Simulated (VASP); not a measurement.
Consider the following.

```xyz
2
Lattice="0.0000 2.0424 2.0424 2.0424 0.0000 2.0424 2.0424 2.0424 0.0000" Properties=species:S:1:pos:R:3 pbc="T T T"
V      0.0000     0.0000     0.0000
N      2.0424     2.0424     2.0424
```

Calculation: PBE GGA with D4 dispersion, VASP's PBE PAW potentials (set 64) (plane waves; VASP 6.6.1). Run with 520 eV cut-off, 17×17×17 Γ-centred mesh, tetrahedra with Blöchl corrections, potentials V_sv N.

What does the run give for the energy per atom (σ→0), band gap (on the k-mesh) with the smallest direct gap where there is one?

```
Property                                                     Value
------------------------  ----------------------------------------
band gap (on the k-mesh)  none (metal, semimetal or under 0.01 eV)
energy per atom (σ→0)                              -10.026 eV/atom
```

The compound is VN in the rock salt structure, which distorts at low temperature. It was relaxed first. The run is not spin-polarised, so no magnetic state was tried. VASP warned that the highest band is occupied, so more bands are needed.
